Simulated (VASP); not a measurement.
Crystal: LaC2.

```
CELL_PARAMETERS angstrom
-1.96700 1.96700 3.28600
1.96700 -1.96700 3.28600
1.96700 1.96700 -3.28600
ATOMIC_POSITIONS crystal
La 0.00000 0.00000 0.00000
C 0.40300 0.40300 0.00000
C 0.59700 0.59700 0.00000
```

* Program: VASP 6.6.1
* Task: relaxation of cell and atoms
* Functional: LDA
* Potentials or basis: VASP PAW LDA potentials, release 64 (La, C)
* Cutoff: 520 eV
* k mesh: 16 × 16 × 16
* Occupations: gaussian, width 0.1 eV
* Spin: no spin polarisation

At the start: pressure -3.7 GPa; volume 16.95 Å³/atom.

**Question.** How do energy, volume and symmetry change on relaxing?

**Answer.** Over 15 steps the energy falls by 14.7 meV/atom and the volume is 16.12 Å³/atom (-4.9 %); space group I4/mmm (No. 139, to 0.05 Å).

Step by step:
```csv
step,energy change (eV),largest force (eV/Å),pressure (GPa),volume (Å³)
1,0.0000,0.8829,-3.70,50.86
2,0.0561,3.1022,-3.21,48.02
3,-0.0258,0.6884,-3.87,49.85
4,-0.0238,0.5851,4.41,46.97
5,-0.0435,0.0825,-0.07,48.43
6,-0.0435,0.0701,0.02,48.40
7,-0.0440,0.0296,0.05,48.39
8,-0.0440,0.0742,0.06,48.39
9,-0.0437,0.1736,-0.37,48.41
10,-0.0441,0.0101,-0.05,48.40
11,-0.0441,0.0006,-0.02,48.38
12,-0.0441,0.0032,-0.01,48.37
13,-0.0441,0.0025,-0.01,48.37
14,-0.0441,0.0059,0.01,48.37
15,-0.0441,0.0007,0.00,48.37
```

Final structure:
```cif
data_structure
_symmetry_space_group_name_H-M 'P 1'
_symmetry_Int_Tables_number 1
_cell_length_a 4.2421
_cell_length_b 4.2421
_cell_length_c 4.2421
_cell_angle_alpha 125.885
_cell_angle_beta 125.885
_cell_angle_gamma 80.077
_cell_volume 48.37
loop_
_atom_site_label
_atom_site_type_symbol
_atom_site_fract_x
_atom_site_fract_y
_atom_site_fract_z
_atom_site_occupancy
La1 La 0.00000 0.00000 0.00000 1
C1 C 0.40097 0.40097 0.00000 1
C2 C 0.59903 0.59903 0.00000 1
```
